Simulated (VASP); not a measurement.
```yaml
crystal:
  lattice:
    - [0.00000, 2.73652, 2.73652]
    - [2.73652, 0.00000, 2.73652]
    - [2.73652, 2.73652, 0.00000]
  atoms:
    - { symbol: Si, position: [0.25000, 0.25000, 0.25000] }
    - { symbol: Si, position: [0.75000, 0.75000, 0.75000] }
    - { symbol: Ni, position: [0.00000, 0.00000, 0.00000] }
```

The numbers are results of vdW-DF-cx, VASP's PBE PAW potentials (set 64) (plane waves; VASP), not measurements. Numerical set-up: 520 eV cut-off, 10×10×10 Γ-centred mesh, first-order Methfessel-Paxton smearing of 0.10 eV, potentials Si Ni.

Give the stress tensor in GPa (positive for a compressed cell).

```
-4.93   0.00   0.00
 0.00  -4.93   0.00
 0.00   0.00  -4.93
```
The pressure is its mean diagonal, -4.93 GPa.

The compound is NiSi2 in the fluorite structure. This cell is one point of a volume scan, at 1.03 of the reference volume. The run is not spin-polarised, so no magnetic state was tried.
